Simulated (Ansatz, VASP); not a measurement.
# HfC in two plane-wave programs, part 2 of 2

Aim: how closely do two programs agree when they are given the same cell, functional and k mesh? Of the first pair: The structure shown is the end of the Ansatz relaxation below.

VASP 6.6.1 and Ansatz 0.2.0.

So far: The starting structure; Ansatz: relaxation, PBEsol; VASP: single point, PBEsol, pair 1; Comparison.

## (6) VASP: single point, PBEsol, pair 2

Level of this step: PBEsol; plane waves and PAW (C, Hf_pv) (VASP).

The same cell, functional, mesh and smearing now go to VASP, with its own data sets.

The input, INCAR:

```
SYSTEM = HfC
PREC = Accurate
ENCUT = 600
EDIFF = 1E-06
NELM = 120
ISMEAR = 1
SIGMA = 0.2
LREAL = .FALSE.
ALGO = Normal
GGA = PS
NBANDS = 13
LASPH = .TRUE.
LORBIT = 11
LWAVE = .FALSE.
LCHARG = .FALSE.
ISIF = 2
GGA_COMPAT = .FALSE.
KPAR = 2
```

The input, POSCAR:

```
HfC
1.0
   -0.0296751064      2.2871835755      2.3098974552
    2.2871835755     -0.0296751064      2.3098974552
    2.2575084691      2.2575084691      0.0000000000
C Hf
1 1
Direct
    0.0000000000      0.0000000000      0.0000000000
    0.5000000000      0.5000000000      0.5000000000
```

The input, KPOINTS:

```
Automatic mesh
0
Gamma
16 16 16
0 0 0
```

PAW data sets: C and Hf_pv (PBE family, release 64).

The run is started by

```console
$ mpirun -np 2 vasp_std
```

Numbers of over 12 decimals in the logs are rounded to 6 here.

The program printed:

```text
[banner, memory and clock lines left out]
running    2 mpi-ranks, on    1 nodes
[...]
[... a notice as in an earlier step ...]

 LDA part: xc-table for (Slater+PW92), standard interpolation
 POSCAR, INCAR and KPOINTS ok, starting setup
[...]
entering main loop
       N       E                     dE             d eps       ncg     rms          rms(c)
DAV:   1     0.245165763345E+02    0.24517E+02   -0.86098E+03 16202   0.119E+03
DAV:   2    -0.232992283860E+02   -0.47816E+02   -0.44755E+02 20296   0.220E+02
DAV:   3    -0.250418524590E+02   -0.17426E+01   -0.17322E+01 20148   0.299E+01
DAV:   4    -0.250513154960E+02   -0.94630E-02   -0.94612E-02 18195   0.261E+00
[...]
DAV:  10    -0.221829484897E+02    0.40522E-03   -0.16301E-03 19530   0.298E-01    0.749E-02
DAV:  11    -0.221829450773E+02    0.34124E-05   -0.75964E-05 18886   0.812E-02    0.164E-02
DAV:  12    -0.221829444905E+02    0.58674E-06   -0.29370E-06 19865   0.142E-02
   1 F= -.22182944E+02 E0= -.22182801E+02  d E =-.429949E-03
```

From OUTCAR (step 6):

```text
  Total        0.6317009      0.6317009     -0.0628475      0.6822390      0.0000000      0.0000000
  in kB       41.8861536     41.8861536     -4.1672265     45.2371771      0.0000000      0.0000000
  external PRESSURE =      26.5350269 kB  Pullay stress =       0.0000000 kB

 POSITION                                       TOTAL-FORCE (eV/Angst)
 -----------------------------------------------------------------------------------
      0.00000      0.00000      0.00000         0.000000     -0.000000      0.000000
      2.25751      2.25751      2.30990        -0.000000      0.000000     -0.000000
 -----------------------------------------------------------------------------------
    total drift:                                0.000000      0.000000      0.000000

  FREE ENERGIE OF THE ION-ELECTRON SYSTEM (eV)
  ---------------------------------------------------
  free  energy   TOTEN  =       -22.1829444905 eV

  energy  without entropy=      -22.1825145416  energy(sigma->0) =      -22.18280117

[... 1 part as in an earlier step ...]

[... 2 further parts left out ...]
[key lines of the parts left out:]
E-fermi :   6.0969
```

The run ends at a pressure of 2.65 GPa.

## (7) Comparison

What differs besides the data sets and the points named for the pairs above, as far as they apply: the data sets hold 30 valence electrons in Ansatz (on its PAW soft_1 files) and 14 in VASP. Total energies have different zeros and are not compared.

The two programs side by side:

| quantity | Ansatz | VASP | difference |
| --- | --- | --- | --- |
| pressure (GPa) | 3.02 | 2.65 | +0.36 |

## (8) Ansatz: zone-centre phonons, PBEsol

Second derivatives magnify differences that forces hide, and they need a tight electronic threshold. The cell compared in this pair holds 23.79 Å³, against 24.16 Å³ for the pair before.

The cell is taken from a series of runs on this material, whose earlier steps may have relaxed, scaled, displaced or heated it; both programs get it as it stands.

The input, input.yaml:

```yaml
crystal:
  lattice:
    - [0.0, 2.3193259042, 2.2114368677]
    - [2.3193259042, 0.0, 2.2114368677]
    - [2.3193259042, 2.3193259042, 0.0]
  atoms:
    - { symbol: C, position: [0.0, 0.0, 0.0] }
    - { symbol: Hf, position: [0.5, 0.5, 0.5] }
kpoints:
  mp_grid: { grid: [16, 16, 16] }
hamiltonian:
  xc: pbesol
  pseudopotentials: { kind: paw, azcp: { folder: soft_1 }, xc_functional: pbe }
scf:
  occupations: { method: methfessel_paxton, width: 0.2 }
output:
  eigenvalues: true
phonons:
  method: dfpt
```

The run is started by

```console
$ ansatz run input.yaml --threads 4 --pin off --max-ram 10240MiB --backend cpu --events-out ev --progress --plain --runs-dir out
```

The program printed:

```text
zone centre: on kpoints.mp_grid the ground state, and the responses unless they are solved on pairs of k-points, stand on 621 of the mesh's 4096 k-points, reduced under 8 symmetry operations, with k and −k counted as one. Each operation leaves every solved displacement unchanged or reverses it
[...]
Crystal: 2 atoms, lattice volume = 23.792 Å³
[...]
k mesh reduced under 8 symmetry operations, with k and −k counted as one. Each operation leaves every solved displacement unchanged or reverses it
  ASR residual: 1.641e-5 → 0.000e0 eV/Å²; symmetrization residual: 1.315e-6 eV/Å²
  ASR residual per site (eV/Å²): 1.40e-5 1.64e-5
  Γ frequencies (cm⁻¹): 0.00 0.00 0.00 420.73 420.73 587.43
  non-analytic LO–TO correction: not included (Born effective charges unavailable; polar crystals: no LO–TO splitting at Γ)
[key lines of the parts left out:]
SCF converged after 11 iterations
Free energy (F): -15847.411193 eV
Fermi energy:    19.594805 eV
```

## (9) VASP: zone-centre phonons, PBEsol

The same cell, functional, mesh and smearing now go to VASP, with its own data sets.

Changes to INCAR since step 6:

```diff
@@ -3,3 +3,3 @@
 ENCUT = 600
-EDIFF = 1E-06
+EDIFF = 1E-08
 NELM = 120
@@ -16,2 +16,3 @@
 ISIF = 2
+IBRION = 8
 GGA_COMPAT = .FALSE.
```

The input, POSCAR:

```
HfC
1.0
    0.0000000000      2.3193259042      2.2114368677
    2.3193259042      0.0000000000      2.2114368677
    2.3193259042      2.3193259042      0.0000000000
C Hf
1 1
Direct
    0.0000000000      0.0000000000      0.0000000000
    0.5000000000      0.5000000000      0.5000000000
```

KPOINTS is that of step 6.

The run is started by

```console
$ mpirun -np 2 vasp_std
```

The program printed:

```text
[... set-up lines as in an earlier step ...]
 entering main loop
       N       E                     dE             d eps       ncg     rms          rms(c)
DAV:   1     0.243825455803E+02    0.24383E+02   -0.86104E+03  9098   0.119E+03
DAV:   2    -0.232976323751E+02   -0.47680E+02   -0.44837E+02 11341   0.223E+02
DAV:   3    -0.249854437173E+02   -0.16878E+01   -0.16794E+01 11346   0.299E+01
DAV:   4    -0.249939286301E+02   -0.84849E-02   -0.84839E-02 10105   0.255E+00
[...]
DAV:  13    -0.221251131016E+02    0.72876E-07   -0.21959E-07 10967   0.310E-03    0.795E-04
DAV:  14    -0.221251130893E+02    0.12235E-07   -0.11474E-08  7460   0.925E-04    0.133E-03
DAV:  15    -0.221251130870E+02    0.23178E-08   -0.49208E-10  5192   0.220E-04
   1 F= -.22125113E+02 E0= -.22125236E+02  d E =0.369439E-03
 Linear response reoptimize wavefunctions to high precision
DAV:   1    -0.221251130870E+02    0.27740E-10   -0.78996E-11  5952   0.778E-05
 Linear response DOF=           4
 Linear response progress:
  Degree of freedom:   1/  4
[...]
RMM:  11    -0.210027172669E+00   -0.51456E-07   -0.31336E-07 38914   0.318E-05    0.319E-05
RMM:  12    -0.210027184003E+00   -0.11334E-07   -0.15293E-07 34197   0.155E-05    0.735E-06
RMM:  13    -0.210027186025E+00   -0.20224E-08   -0.77025E-08 30928   0.110E-05    0.759E-06
 first order change of Fermi-energy   0.14880E-02
 force on displaced ion       2 direction 1 :  -7.311   0.000   0.000
 Linear response progress:
  Degree of freedom:   4/  4
       N       E                     dE             d eps       ncg     rms          rms(c)
RMM:   1    -0.211431472914E+00   -0.21143E+00    0.40902E+00 10169   0.123E+01
RMM:   2    -0.206545485979E+00    0.48860E-02   -0.31784E-02 14044   0.130E+00    0.676E-01
RMM:   3    -0.205671555595E+00    0.87393E-03   -0.98727E-04 17358   0.166E-01    0.321E-01
RMM:   4    -0.205039930101E+00    0.63163E-03   -0.11088E-04 18457   0.683E-02    0.167E-01
[...]
RMM:  13    -0.204617880243E+00   -0.12818E-07   -0.30185E-07 19005   0.184E-05    0.213E-05
RMM:  14    -0.204617879346E+00    0.89665E-09   -0.16878E-07 14803   0.135E-05    0.201E-05
RMM:  15    -0.204617881960E+00   -0.26132E-08   -0.76896E-08 13133   0.111E-05    0.621E-06
 first order change of Fermi-energy  -0.12657E-02
 force on displaced ion       2 direction 3 :   0.000   0.000 -14.340
 Linear response finished
```

From OUTCAR (step 9):

```text
  Total       -0.0565712     -0.0565712      3.6761966      0.0000000      0.0000000      0.0000000
  in kB       -3.8095877     -3.8095877    247.5604227      0.0000000      0.0000000      0.0000000
  external PRESSURE =      79.9804158 kB  Pullay stress =       0.0000000 kB

 POSITION                                       TOTAL-FORCE (eV/Angst)
 -----------------------------------------------------------------------------------
      0.00000      0.00000      0.00000         0.000000      0.000000     -0.000000
      2.31933      2.31933      2.21144        -0.000000     -0.000000      0.000000
 -----------------------------------------------------------------------------------
    total drift:                                0.000000      0.000000      0.000000

[... 2 further parts left out ...]
```

Energies printed during the response cycles are not total energies of the cell.

## (10) Comparison

What differs besides the data sets and the points named for the pairs above, as far as they apply: the data sets hold 30 valence electrons in Ansatz (on its PAW soft_1 files) and 14 in VASP. Total energies have different zeros and are not compared.

Compared:

| quantity | Ansatz | VASP | difference |
| --- | --- | --- | --- |
| optical mode 1 to 2 (cm⁻¹) | 420.7 | 420.3 | +0.11 % |
| optical mode 3 (cm⁻¹) | 587.4 | 588.7 | -0.22 % |

Modes are paired by rising frequency, not by their patterns, so a pair may set unlike modes beside each other; they are those without the splitting of longitudinal modes.

## (11) Summary of results

| Property | Result |
| --- | --- |
| difference in pressure (single point, PBEsol, pair 1) | 0.33 GPa |
| difference in pressure (single point, PBEsol, pair 2) | 0.36 GPa |
| r.m.s. difference of the optical zone-centre modes, each program's sorted by frequency (zone-centre phonons, PBEsol) | 0.83 cm⁻¹ |

What this shows: The difference in pressure is 0.36 GPa (single point, PBEsol, pair 2), within the 1 GPa picked in this series as the mark of a large difference. The data sets hold unlike numbers of valence electrons (30 in Ansatz and 14 in VASP), so part of the differences comes from the potentials. Such differences can come from data sets, numerical settings and the points named under the comparisons, not from the functional's error against experiment.

[Lines on the potential files, build, host, timing and source positions are cut from VASP's logs without a mark.]

[Logs are printed without paths, hosts, clocks, repeated set-up lines and the standing remarks that a program may print on its own settings, such as how far it seeks lower states.]

[Hosts, paths, dates, database ids (printed as entryN), source tags and the programs' standing remarks are cut or masked in the printed files.]
